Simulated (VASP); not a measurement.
Here is the system:

```
CELL_PARAMETERS angstrom
      0.00000     1.99919     1.99919
      1.99919     0.00000     1.99919
      1.99919     1.99919     0.00000
ATOMIC_POSITIONS crystal
  Li 0.00000 0.00000 0.00000
  H  0.50000 0.50000 0.50000
```

Calculation: PBE GGA, VASP's PBE PAW potentials (set 64) (plane waves; VASP). Run with 520 eV cut-off, Gaussian smearing of 0.050 eV, potentials Li_sv H.

Give the energies of bands 2 to 4 at the high-symmetry points, in eV from the valence-band maximum.

| band | Γ | X | U | L | W |
|---|---|---|---|---|---|
| 2 | -5.46 | 0.00 | -0.52 | -2.65 | -0.23 |
| 3 | 16.19 | 2.97 | 4.13 | 4.94 | 5.27 |
| 4 | 17.97 | 10.85 | 7.61 | 13.73 | 5.27 |

The gap is direct, 2.97 eV, from the valence maximum at X to the conduction minimum at X.

The compound is LiH in the rock salt structure. It was relaxed first, which changed the volume by -6 %.
